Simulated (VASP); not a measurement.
Input:

```
Ho
1.0
    1.77392    -3.07251     0.00000
    1.77392     3.07251     0.00000
    0.00000     0.00000     5.44733
Ho
2
Cartesian
  1.77392   1.02417   1.36183
  1.77392  -1.02417   4.08550
```

Method: PBEsol GGA, VASP's PBE PAW potentials (set 64) (plane waves; VASP). Run with 400 eV cut-off, 11×11×6 Γ-centred mesh, first-order Methfessel-Paxton smearing of 0.10 eV, potentials Ho_3.

The 4f electrons are frozen in the core of the lanthanide potential, so 4f levels, which can set the real gap, and their magnetism are missing.

### Question
Predict the energy per atom (σ→0), band gap (on the k-mesh) with the smallest direct gap where there is one.

### Answer

```json
{
 "band gap (on the k-mesh)": "none (metal, semimetal or under 0.01 eV)",
 "energy per atom (σ→0)": "-4.945 eV/atom"
}
```

The absolute energy has meaning only against runs of the same code, potentials and settings.

The compound is Ho in the hcp structure. It was relaxed first. The start is the result of an earlier pass.
